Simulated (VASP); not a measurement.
# YTe2 in VASP: notebook

One sheet, YTe2, is run at these levels: optB88-vdW, vdW-DF-cx, rev-vdW-DF2; tasks: relaxation of the atoms.

Everything below comes from runs of VASP 6.6.1. Logs are shortened: lines on timing, memory, paths and dates and some standing lists are left out, and cuts for length are marked.

### Step 1. Starting point

The cell holds a sheet with vacuum, 3 atoms: a = 3.289 Å, b = 3.289 Å, c = 37.059 Å, α = 90.00°, β = 90.00°, γ = 90.00°.

The cell was built by a generator and needn't be a form met in nature.

### Step 2. Relaxation of the atoms, optB88-vdW

Input file INCAR:

```
PREC     = Accurate       # precision mode
ENCUT    = 520            # plane-wave cutoff, eV
EDIFF    = 1E-7           # SCF threshold, eV
ISMEAR   = -1             # smearing method
SIGMA    = 0.05           # smearing width, eV
LREAL    = F              # projectors in reciprocal space
LASPH    = T              # aspherical terms in the spheres
NELM     = 60             # most SCF steps
ALGO     = Normal         # electronic algorithm
ISIF     = 2              # what is computed and relaxed
LWAVE    = F              # write WAVECAR
LCHARG   = F              # write CHGCAR
LDIPOL   = T            
IDIPOL   = 3            
DIPOL    = 0.5 0.5 0.283
GGA      = BO             # functional
LUSE_VDW = T            
AGGAC    = 0.0          
PARAM1   = 0.1833333333 
PARAM2   = 0.22         
IBRION   = 2              # ionic algorithm
NSW      = 40             # ionic steps
EDIFFG   = -0.01          # ionic threshold
```

Input file KPOINTS:

```
regular mesh
0
Gamma
  8 8 1
```

Input file POSCAR:

```
YTe2
1.0
    3.2892500000      0.0000000000      0.0000000000
    0.0000000000      3.2892500000      0.0000000000
    0.0000000000      0.0000000000     37.0593500000
Y Te
1 2
Selective dynamics
Direct
    0.0000000000      0.0000000000      0.2833300000  F F F
    0.0000000000      0.0000000000      0.3643800000  T T T
    0.0000000000      0.0000000000      0.2022700000  T T T
```

Potentials or basis: VASP PAW PBE potentials, release 64 (Y_sv, Te).

The run is started by

```
$ cat potpaw_PBE.64/Y_sv/POTCAR potpaw_PBE.64/Te/POTCAR > POTCAR
$ mpirun -np 1 vasp_std > vasp.out
```

OUTCAR:

```text
PREC = Accurate
   ENCUT = 520
   EDIFF = 1E-7
   ISMEAR = -1
   LREAL = F
   LASPH = T
   NELM = 60
   ISIF = 2
   GGA = BO
   IBRION = 2
   NSW = 40
   EDIFFG = -0.01

 ion  position               nearest neighbor table
   1  0.000  0.000  0.283-   2 3.00   3 3.00
   2  0.000  0.000  0.364-   1 3.00
   3  0.000  0.000  0.202-   1 3.00

  LATTYP: Found a simple tetragonal cell.
 ALAT       =     3.2892500000
 C/A-ratio  =    11.2668085430

  Lattice vectors:

 A1 = (   3.2892500000,   0.0000000000,   0.0000000000)
 A2 = (   0.0000000000,   3.2892500000,   0.0000000000)
 A3 = (   0.0000000000,   0.0000000000,  37.0593500000)

Analysis of symmetry for initial positions (statically):
=====================================================================
 Subroutine PRICEL returns:
 Original cell was already a primitive cell.

 Routine SETGRP: Setting up the symmetry group for a
 simple tetragonal supercell.

 Subroutine GETGRP returns: Found  8 space group operations
 (whereof  8 operations were pure point group operations)
 out of a pool of 16 trial point group operations.

The static configuration has the point symmetry C_4v.

Analysis of symmetry for dynamics (positions and initial velocities):
=====================================================================
 Subroutine PRICEL returns:
 Original cell was already a primitive cell.

 Routine SETGRP: Setting up the symmetry group for a
 simple tetragonal supercell.

 Subroutine GETGRP returns: Found  8 space group operations
 (whereof  8 operations were pure point group operations)
 out of a pool of 16 trial point group operations.

The dynamic configuration has the point symmetry C_4v.

Analysis of constrained symmetry for selective dynamics:
=====================================================================
 Subroutine PRICEL returns:
 Original cell was already a primitive cell.

 Routine SETGRP: Setting up the symmetry group for a
 simple tetragonal supercell.

 Subroutine GETGRP returns: Found  8 space group operations
 (whereof  8 operations were pure point group operations)
 out of a pool of 16 trial point group operations.

The constrained configuration has the point symmetry C_4v.

 Subroutine INISYM returns: Found  8 space group operations
 (whereof  8 operations are pure point group operations),
 and found     1 'primitive' translations

----------------------------------------------------------------------------------------

                                     Primitive cell

  volume of cell :     400.9512

  direct lattice vectors                    reciprocal lattice vectors
     3.289250000  0.000000000  0.000000000     0.304020673  0.000000000  0.000000000
     0.000000000  3.289250000  0.000000000     0.000000000  0.304020673  0.000000000
     0.000000000  0.000000000 37.059350000     0.000000000  0.000000000  0.026983744

  length of vectors
     3.289250000  3.289250000 37.059350000     0.304020673  0.304020673  0.026983744

  position of ions in fractional coordinates (direct lattice)
     0.000000000  0.000000000  0.283330000
     0.000000000  0.000000000  0.364380000
     0.000000000  0.000000000  0.202270000

  ion indices of the primitive-cell ions
   primitive index   ion index
                 1           1
                 2           2
                 3           3

----------------------------------------------------------------------------------------

 KPOINTS: regular mesh

Automatic generation of k-mesh.
 Grid dimensions read from file:
 generate k-points for:    8    8    1

 Generating k-lattice:

  Cartesian coordinates                     Fractional coordinates (reciprocal lattice)
     0.038002584  0.000000000  0.000000000     0.125000000  0.000000000  0.000000000
     0.000000000  0.038002584  0.000000000     0.000000000  0.125000000  0.000000000
     0.000000000  0.000000000  0.026983744     0.000000000  0.000000000  1.000000000

  Length of vectors
     0.038002584  0.038002584  0.026983744

  Shift w.r.t. Gamma in fractional coordinates (k-lattice)
     0.000000000  0.000000000  0.000000000

 Subroutine IBZKPT returns following result:
 ===========================================

 Found     15 irreducible k-points:

 Following reciprocal coordinates:
            Coordinates               Weight
  0.000000  0.000000  0.000000      1.000000
  0.125000  0.000000  0.000000      4.000000
  0.250000  0.000000  0.000000      4.000000
  0.375000  0.000000  0.000000      4.000000
  0.500000  0.000000  0.000000      2.000000
  0.125000  0.125000  0.000000      4.000000
  0.250000  0.125000  0.000000      8.000000
  0.375000  0.125000  0.000000      8.000000
  0.500000  0.125000  0.000000      4.000000
  0.250000  0.250000  0.000000      4.000000
  0.375000  0.250000  0.000000      8.000000
  0.500000  0.250000  0.000000      4.000000
  0.375000  0.375000  0.000000      4.000000
  0.500000  0.375000  0.000000      4.000000
  0.500000  0.500000  0.000000      1.000000
   k-points           NKPTS =     15   k-points in BZ     NKDIM =     15   number of bands    NBANDS=     15
   number of dos      NEDOS =    301   number of ions     NIONS =      3
   total plane-waves  NPLWV = 161280
   dimension x,y,z NGX =    24 NGY =   24 NGZ =  280
   dimension x,y,z NGXF=    48 NGYF=   48 NGZF=  560
   ions per type =               1   2
   NGX,Y,Z   is equivalent  to a cutoff of  12.13, 12.13, 12.56 a.u.
   NGXF,Y,Z  is equivalent  to a cutoff of  24.26, 24.26, 25.12 a.u.
 SYSTEM =  unknown system
   PREC   = accura    normal or accurate (medium, high low for compatibility)
   ISTART =      0    job   : 0-new  1-cont  2-samecut
   ICHARG =      2    charge: 1-file 2-atom 10-const
   ISPIN  =      1    spin polarized calculation?
   LNONCOLLINEAR =      F non collinear calculations
   LSORBIT =      F    spin-orbit coupling
   LASPH  =      T    aspherical Exc in radial PAW
   ENCUT  =  520.0 eV  38.22 Ry    6.18 a.u.   6.12  6.12 68.91*2*pi/ulx,y,z
   NELM   =     60;   NELMIN=  2; NELMDL= -5     # of ELM steps
   EDIFF  = 0.1E-06   stopping-criterion for ELM
   LREAL  =      F    real-space projection
   EDIFFG = -.1E-01   stopping-criterion for IOM
   NSW    =     40    number of steps for IOM
   IBRION =      2    ionic relax: 0-MD 1-quasi-New 2-CG
   NFREE  =      1    steps in history (QN), initial steepest desc. (CG)
   ISIF   =      2    stress and relaxation
   ISYM   =      2    0-nonsym 1-usesym 2-fastsym
   POTIM  = 0.5000    time-step for ionic-motion
   TEBEG  =    0.0;   TEEND  =   0.0 temperature during run
   PSTRESS=    0.0 pullay stress
   NELECT =      23.0000    total number of electrons
   NUPDOWN=      -1.0000    fix difference up-down
   EMIN   =  10.00;   EMAX   =-10.00  energy-range for DOS
   EFERMI =   0.00;   METHOD = LEGACY
   ISMEAR =    -1;   SIGMA  =   0.05  broadening in eV -4-tet -1-fermi 0-gaus
   EFERMI_NEDOS =   21; number of points for ismear=-14 and -15
   IALGO  =     38    algorithm
   IMIX   =      4    mixing-type and parameters
     AMIX     =   0.40;   BMIX     =  1.00
     AMIX_MAG =   1.60;   BMIX_MAG =  1.00
  volume/ion in A,a.u.               =     133.65       901.92
  Fermi-wavevector in a.u.,A,eV,Ry     =   0.631374  1.193124  5.423739  0.398634
  Thomas-Fermi vector in A             =   1.694327
   LORBIT       =      0    0 simple, 1 ext, 2 COOP (PROOUT), +10 PAW based schemes
   GGA     = BO    functional components
   LHFCALC =     F    Hartree Fock is set to
   AEXX    =    0.0000 exact exchange contribution
   IVDW_NL    =     1    kernel type
   BPARAM     = 6.3000
   IVDW    =     0    specifies the selected vdW correction
   LEPSILON=     F    determine dielectric tensor
   LRPA    =     F    only Hartree local field effects (RPA)
 conjugate gradient relaxation of ions
 non-spin polarized calculation
  energy-cutoff  :      520.00
  volume of cell :      400.95
 maximum number of plane-waves:     10872
   NGX = 13   NGY = 13   NGZ =137

--------------------------------------- Ionic step        1  -------------------------------------------

 number of electron      22.9999998 magnetization

 Free energy of the ion-electron system (eV)
  ---------------------------------------------------
  ext. energy  EPLUGINS =         0.00000000
  ---------------------------------------------------
  free energy    TOTEN  =        -6.41518182 eV

  energy without entropy =       -6.38609619  energy(sigma->0) =       -6.40063900

------------------------ aborting loop because EDIFF is reached ----------------------------------------

  FORCE on cell =-STRESS in cart. coord.  units (eV):
  Direction    XX          YY          ZZ          XY          YZ          ZX
  --------------------------------------------------------------------------------------
  -------------------------------------------------------------------------------------
  Total       -0.4216457     -0.4216457      0.8554878      0.0000000      0.0000000      0.0000000
  in kB       -1.6848710     -1.6848710      3.4184785      0.0000000      0.0000000      0.0000000
  external PRESSURE =       0.0162455 kB  Pullay stress =       0.0000000 kB
[... 28 lines left out ...]
 number of electron      22.9999998 magnetization

------------------------ aborting loop because EDIFF is reached ----------------------------------------

 vacuum level on the upper side and lower side of the slab       (xc-potential included)         0.024        -0.006

  FORCE on cell =-STRESS in cart. coord.  units (eV):
  Direction    XX          YY          ZZ          XY          YZ          ZX
  --------------------------------------------------------------------------------------
  -------------------------------------------------------------------------------------
  Total       -0.4411006     -0.4411006      0.6854173      0.0000000      0.0000000      0.0000000
  in kB       -1.7626117     -1.7626117      2.7388866      0.0000000      0.0000000      0.0000000
  external PRESSURE =      -0.2621123 kB  Pullay stress =       0.0000000 kB
[... 61 lines left out ...]
  energy  without entropy=       -6.3906855448  energy(sigma->0) =       -6.40533952

Total vdW correction in eV:      4.5490608

 dipolmoment           0.000000      0.000000      0.000010 electrons x Angstroem

--------------------------------------- Ionic step        4  -------------------------------------------

 number of electron      22.9999997 magnetization

 dipolmoment           0.000000      0.000000     -0.000003 electrons x Angstroem

 Free energy of the ion-electron system (eV)
  ---------------------------------------------------
  ext. energy  EPLUGINS =         0.00000000
  ---------------------------------------------------
  free energy    TOTEN  =        -6.42029735 eV

  energy without entropy =       -6.39099096  energy(sigma->0) =       -6.40564415

 E-fermi :  -2.5517     XC(G=0):  -3.1768

 val. band max:       -2.5769595679   @ k =   0.1250   0.0000   0.0000
 cond. band min:      -2.5462813015   @ k =   0.3750   0.2500   0.0000
 fundamental gap:      0.0306782664
 Fermi energy:        -2.5516560135

 k-point     1 :       0.0000    0.0000    0.0000
  band No.  band energies     occupation
      1     -45.4627      2.00000
      2     -25.4978      2.00000
      3     -25.1308      2.00000
      4     -25.1308      2.00000
      5     -14.8463      2.00000
      6     -14.7424      2.00000
      7      -6.7157      2.00000
      8      -5.6776      2.00000
      9      -4.4987      2.00000
     10      -2.7760      1.97774
     11      -1.1492      0.00000
     12      -1.1492      0.00000
     13      -0.9283      0.00000
     14      -0.9283      0.00000
[... 241 lines left out ...]
      4     -25.3494      2.00000
      5     -11.8759      2.00000
      6     -11.7572      2.00000
      7      -6.0055      2.00000
      8      -6.0055      2.00000
      9      -5.8943      2.00000
     10      -5.8943      2.00000
     11      -3.7800      2.00000
     12      -3.7108      2.00000
     13      -2.7665      1.97314
     14      -1.2456      0.00000
     15      -1.2456      0.00000

------------------------ aborting loop because EDIFF is reached ----------------------------------------

 vacuum level on the upper side and lower side of the slab       (xc-potential included)        -0.248        -0.405

  FORCE on cell =-STRESS in cart. coord.  units (eV):
  Direction    XX          YY          ZZ          XY          YZ          ZX
  --------------------------------------------------------------------------------------
  -------------------------------------------------------------------------------------
  Total       -0.5294014     -0.5294014      0.0018506      0.0000000      0.0000000      0.0000000
  in kB       -2.1154566     -2.1154566      0.0073949      0.0000000      0.0000000      0.0000000
  external PRESSURE =      -1.4078394 kB  Pullay stress =       0.0000000 kB
[... 22 lines left out ...]
  energy  without entropy=       -6.3909909571  energy(sigma->0) =       -6.40564415

Total vdW correction in eV:      4.5526892

 reached required accuracy - stopping structural energy minimisation

 vacuum level on the upper side and lower side of the slab         1.909         1.865
```

Run time: 17 min. Hardware: 1 thread of Intel Xeon 6975P-C (Granite Rapids), shared host; peak memory 1.2 GiB.

Results:

| Property | Result |
| --- | --- |
| Free energy | -6.4203 eV |
| Energy gained by relaxing | 1.7 meV/atom |
| Ionic steps | 4 |
| Band gap on the k mesh | none (metal or under the smearing width) |

The path:
| step | energy change (eV) | largest force (eV/Å) | pressure (GPa) |
| --- | --- | --- | --- |
| 1 | 0.0000 | 0.1433 | 0.00 |
| 2 | -0.0018 | 0.1148 | -0.03 |
| 3 | -0.0048 | 0.0346 | -0.11 |
| 4 | -0.0051 | 0.0024 | -0.14 |

Final structure:
```cif
data_structure
_symmetry_space_group_name_H-M 'P 1'
_symmetry_Int_Tables_number 1
_cell_length_a 3.2893
_cell_length_b 3.2893
_cell_length_c 37.0594
_cell_angle_alpha 90.000
_cell_angle_beta 90.000
_cell_angle_gamma 90.000
_cell_volume 400.95
loop_
_atom_site_label
_atom_site_type_symbol
_atom_site_fract_x
_atom_site_fract_y
_atom_site_fract_z
_atom_site_occupancy
Y1 Y 0.00000 0.00000 0.28333 1
Te1 Te 0.00000 0.00000 0.36536 1
Te2 Te 0.00000 0.00000 0.20129 1
```

Caveat: the PAW data sets were made with another functional, which shifts forces and pressure a little. Spin-orbit coupling is left out, which matters for the levels of Te.

### Step 3. Relaxation of the atoms, vdW-DF-cx

INCAR, as its differences from that of step 2:

```diff
@@ -15,7 +15,5 @@
 DIPOL    = 0.5 0.5 0.283
-GGA      = BO             # functional
+GGA      = CX             # functional
 LUSE_VDW = T            
 AGGAC    = 0.0          
-PARAM1   = 0.1833333333 
-PARAM2   = 0.22         
 IBRION   = 2              # ionic algorithm
```

KPOINTS is that of step 2.

POSCAR is that of step 2.

Potentials or basis: VASP PAW PBE potentials, release 64 (Y_sv, Te).

The run is started by

```
$ cat potpaw_PBE.64/Y_sv/POTCAR potpaw_PBE.64/Te/POTCAR > POTCAR
$ mpirun -np 1 vasp_std > vasp.out
```

Run time: 7 min. Hardware: 1 thread of Intel Xeon 6975P-C (Granite Rapids), shared host; peak memory 1.2 GiB.

It converged, with:

```
Free energy               : -6.8707 eV
Energy gained by relaxing : 0.0 meV/atom
Ionic steps               : 2
Band gap on the k mesh    : none (metal or under the smearing width)
```

Final structure:
```xyz
3
Lattice="3.2893 0.0000 0.0000 0.0000 3.2893 0.0000 0.0000 0.0000 37.0594" Properties=species:S:1:pos:R:3 pbc="T T T"
Y     0.0000    0.0000   10.5000
Te    0.0000    0.0000   13.5042
Te    3.2893    0.0000    7.4955
```

Levels at points of the mesh, in eV from the Fermi level:
```
           k point  band 8  band 9  band 10  band 11  band 12  band 13  band 14  band 15
(0.00, 0.00, 0.00)   -3.13   -1.92    -0.19     1.40     1.40     1.64     1.64     2.96
(0.50, 0.00, 0.00)   -4.75   -2.50    -1.57    -0.17     0.24     1.36     2.46     2.80
(0.50, 0.50, 0.00)   -3.49   -3.37    -3.37    -1.24    -1.19    -0.19     1.32     1.32
```

Caveat: the PAW data sets were made with another functional, which shifts forces and pressure a little. Spin-orbit coupling is left out, which matters for the levels of Te.

(Part 1 of 2 ends here.)
